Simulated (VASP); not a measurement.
```
Li2Se
1.0
    0.00000     3.00000     3.00000
    3.00000     0.00000     3.00000
    3.00000     3.00000     0.00000
Li Se
2 1
Direct
  0.25000   0.25000   0.25000
  0.75000   0.75000   0.75000
  0.00000   0.00000   0.00000
```

The base run (VASP): PBE GGA, plane waves, VASP's PBE PAW potentials (set 64). Run with 520 eV cut-off, 7×7×7 Γ-centred mesh, Gaussian smearing of 0.050 eV, potentials Li_sv Se.

One setting is varied; ΔE counts from the base run. The base run took about 5 core-seconds. Times come from single runs on busy shared machines, so they are rough: good to a factor of about 2.

Pressures at a finite cut-off, here 520 eV, hold a Pulay part, which wasn't tested here.

| setting | cost over the base run | electronic steps | ΔE (meV/atom) | pressure (GPa) |
|---|---|---|---|---|
| base run | reference | 13 | 0.0 | 0.09 |
| SYMPREC = 1E-3 | within a factor of 2 | 13 | 0.0 | 0.09 |
| ISYM = 1 | within a factor of 2 | 13 | 0.0 | 0.09 |
| ISYM = 0 | about 5 times | 13 | 0.0 | 0.09 |
| ISYM = -1 | ___ | 13 | 0.0 | 0.09 |

Question: What belongs in the gaps?

Answer: 
- ISYM = -1, cost over the base run: about 10 times

Left out are runs that failed, have no time on record or changed the cell.

The compound is Li2Se in the antifluorite structure. The cell was not relaxed at this level.
